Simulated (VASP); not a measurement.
A run of VASP 6.6.1 is set up as follows.

File INCAR:

```
SYSTEM = Zr3MoC
PREC     = Accurate       ! precision mode
ENCUT    = 600            ! plane-wave cutoff, eV
EDIFF    = 1E-6           ! SCF threshold, eV
ISMEAR   = -1             ! smearing method
SIGMA    = 0.05           ! smearing width, eV
LREAL    = .FALSE.        ! projectors in reciprocal space
LASPH    = .TRUE.         ! aspherical terms in the spheres
NELM     = 100            ! most SCF steps
ALGO     = Normal         ! electronic algorithm
ISIF     = 3              ! what is computed and relaxed
LWAVE    = .FALSE.        ! write WAVECAR
LCHARG   = .FALSE.        ! write CHGCAR
GGA      = PE             ! functional
IVDW     = 13             ! dispersion correction
IBRION   = 2              ! ionic algorithm
NSW      = 60             ! ionic steps
EDIFFG   = -0.02          ! ionic threshold
```

KPOINTS

```
regular mesh
0
G
  5 5 5
  0 0 0
```

Contents of POSCAR:

```
Zr3MoC
1.0
    4.9425100000      0.0000000000      0.0000000000
    0.0000000000      4.9425100000      0.0000000000
    0.0000000000      0.0000000000      4.9425100000
Zr Mo C
3 1 1
Direct
    0.5000000000      0.0000000000      0.0000000000
    0.0000000000      0.5000000000      0.0000000000
    0.0000000000      0.0000000000      0.5000000000
    0.0000000000      0.0000000000      0.0000000000
    0.5000000000      0.5000000000      0.5000000000
```

Potentials or basis: VASP PAW PBE potentials, release 64 (Zr_sv, Mo_sv, C).

Launch:

```console
$ cat potpaw_PBE.64/Zr_sv/POTCAR potpaw_PBE.64/Mo_sv/POTCAR potpaw_PBE.64/C/POTCAR > POTCAR
$ mpirun -np 1 vasp_std > vasp.out
```

**Question.** Estimate the band gap on the k mesh.

**Answer.** None (metal or under the smearing width).

**Question.** Predict the dispersion energy per atom.

**Answer.** -0.236 eV.

**Question.** What does it give for the relaxed volume?

**Answer.** 23.96 Å³/atom.

The path:
```tsv
step	energy change (eV)	largest force (eV/Å)	pressure (GPa)	volume (Å³)
1	0.0000	0.0000	-0.63	120.74
2	-0.0008	0.0000	0.47	119.09
3	-0.0019	0.0000	0.00	119.79
```

Caveat: pairwise dispersion overbinds metals, which lowers pressure and volume.
